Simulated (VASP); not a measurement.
```
CELL_PARAMETERS angstrom
      5.96316     0.00000     0.00000
      0.00000     6.72456     0.00000
      0.00000     0.00000     3.24222
ATOMIC_POSITIONS crystal
  Sb 0.31806 0.85845 0.50000
  Sb 0.68194 0.14155 0.50000
  Sb 0.81806 0.64155 0.00000
  Sb 0.18194 0.35845 0.00000
  Os 0.50000 0.50000 0.50000
  Os 0.00000 0.00000 0.00000
```

Method: r2SCAN meta-GGA with spin-orbit coupling, VASP's PBE PAW potentials (set 64) (plane waves; VASP 6.6.1). Settings: 400 eV cut-off, 4×3×6 Γ-centred mesh, Gaussian smearing of 0.050 eV, potentials Sb Os.

The path is coarsely sampled, so an indirect gap can come out somewhat too large.

Q: Give the energies of bands 29 to 42 at the high-symmetry points, in eV from the valence-band maximum.

A: 
| band | Γ | X | S | Y | Z | U | R | T |
|---|---|---|---|---|---|---|---|---|
| 29 | -1.14 | -0.75 | -0.95 | -0.77 | -1.44 | -1.70 | -1.53 | -1.74 |
| 30 | -1.14 | -0.75 | -0.95 | -0.77 | -1.44 | -1.70 | -1.53 | -1.74 |
| 31 | -0.60 | -0.75 | -0.95 | -0.77 | -1.44 | -1.58 | -1.53 | -1.70 |
| 32 | -0.60 | -0.75 | -0.95 | -0.77 | -1.44 | -1.58 | -1.53 | -1.70 |
| 33 | -0.47 | -0.60 | -0.48 | -0.28 | -0.59 | -0.78 | 0.00 | -0.48 |
| 34 | -0.47 | -0.60 | -0.48 | -0.28 | -0.59 | -0.78 | 0.00 | -0.48 |
| 35 | -0.13 | -0.60 | -0.48 | -0.28 | -0.59 | -0.71 | 0.00 | -0.37 |
| 36 | -0.13 | -0.60 | -0.48 | -0.28 | -0.59 | -0.71 | 0.00 | -0.37 |
| 37 | 2.21 | 3.29 | 1.98 | 2.75 | 1.25 | 1.52 | 1.33 | 1.11 |
| 38 | 2.21 | 3.29 | 1.98 | 2.75 | 1.25 | 1.52 | 1.33 | 1.11 |
| 39 | 2.75 | 3.29 | 1.98 | 2.75 | 1.25 | 1.56 | 1.33 | 1.24 |
| 40 | 2.75 | 3.29 | 1.98 | 2.75 | 1.25 | 1.56 | 1.33 | 1.24 |
| 41 | 3.39 | 4.32 | 4.41 | 3.38 | 2.31 | 2.81 | 2.72 | 1.71 |
| 42 | 3.39 | 4.32 | 4.41 | 3.38 | 2.31 | 2.81 | 2.72 | 1.71 |

The gap is indirect, 0.56 eV, from the valence maximum at R to the conduction minimum at Γ-Z at 0.50.

The structure comes from a computed database's Sb2Os entry (Pnnm); how it stands against other phases isn't given here. It was relaxed first.
